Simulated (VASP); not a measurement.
```xyz
4
Lattice="3.8777 0.0000 0.0000 0.0000 3.8777 0.0000 0.0000 0.0000 4.9328" Properties=species:S:1:pos:R:3 pbc="T T T"
Sn     1.9388     0.0000     3.7549
Sn     0.0000     1.9388     1.1779
O      1.9388     1.9388     0.0000
O      0.0000     0.0000     0.0000
```

All values below come from SCAN meta-GGA, VASP's PBE PAW potentials (set 64) (plane waves; VASP). Settings: 520 eV cut-off, 6×6×5 Γ-centred mesh, Gaussian smearing of 0.050 eV, potentials Sn_d O.

### Question
The ions and cell shape at fixed volume are relaxed. Predict the relaxed structure.

### Answer

```xyz
4
Lattice="3.8152 0.0000 0.0000 0.0000 3.8152 0.0000 0.0000 0.0000 5.0957" Properties=species:S:1:pos:R:3 pbc="T T T"
Sn     1.9076     0.0000     3.9405
Sn     0.0000     1.9076     1.1551
O      1.9076     1.9076     0.0000
O      0.0000     0.0000     0.0000
```
Space group P4/nmm (129), at a tolerance of 0.03 Å.

### Question
How much energy does the relaxation gain?

### Answer
The energy (σ→0) changes by -14.0 meV/atom, in 9 ionic steps.

The compound is SnO in the litharge structure. This cell is one point of a volume scan, at 1.06 of the reference volume. Symmetry was kept, so distortions that lower it aren't found.
